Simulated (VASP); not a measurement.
An input for Quantum ESPRESSO's pw.x (written as the equivalent of a VASP run, and not itself run):

```
&CONTROL
  calculation = 'scf'
  pseudo_dir = './pseudo'
  outdir = './out'
  tprnfor = .true.
  tstress = .true.
/
&SYSTEM
  ibrav = 0
  nat = 2
  ntyp = 2
  ecutwfc = 84
  occupations = 'smearing'
  smearing = 'fermi-dirac'
  degauss = 0.003675
  input_dft = 'pbesol'
/
&ELECTRONS
  conv_thr = 7.3e-08
  electron_maxstep = 100
/
ATOMIC_SPECIES
  B 10.810 B.upf
  As 74.922 As.upf
CELL_PARAMETERS angstrom
     0.0000000    2.3900000    2.3900000
     2.3900000    0.0000000    2.3900000
     2.3900000    2.3900000    0.0000000
ATOMIC_POSITIONS crystal
  B    0.0000000  0.0000000  0.0000000
  As   0.2500000  0.2500000  0.2500000
K_POINTS automatic
  6 6 6 0 0 0
```

### Question
Translate this input to VASP (INCAR, KPOINTS, POSCAR, choice of POTCAR).

### Answer
One answer among several that fit: 
**POSCAR**
```
BAs
3.379970
  0.0000000000   0.7071068678   0.7071068678
  0.7071068678   0.0000000000   0.7071068678
  0.7071068678   0.7071068678   0.0000000000
B As
1 1
Cart
  0.0000000000   0.0000000000   0.0000000000
  0.3535534339   0.3535534339   0.3535534339
```

File KPOINTS:
```
Automatic
0
G
6 6 6
0 0 0
```

**INCAR**
```
SYSTEM = BAs
PREC = Accurate; ENCUT = 400; LREAL = .False.
LASPH = .True.
EDIFF = 1E-6; NELM = 100; ALGO = Normal
LMAXMIX = 4
ISMEAR = -1; SIGMA = 0.05
GGA = PS
ISIF = 2
LWAVE = .False.; LCHARG = .False.
```

POTCAR, in this order: B As (PBE.64 set). Program: vasp_std.

Limits of the translation: the potentials are each code's own (VASP's PAW set, PseudoDojo norm-conserving files in pw.x), so ENCUT and ecutwfc are chosen apart and not converted; conv_thr bounds pw.x's estimated SCF error, while EDIFF bounds the energy change between steps.

The structure is a typed BAs crystal (F-43m). The cell was not relaxed at this level. The run is one of a series of settings (GGA = PS, POTCAR B As (PBE.64 set) against the base run), some of them coarse on purpose.
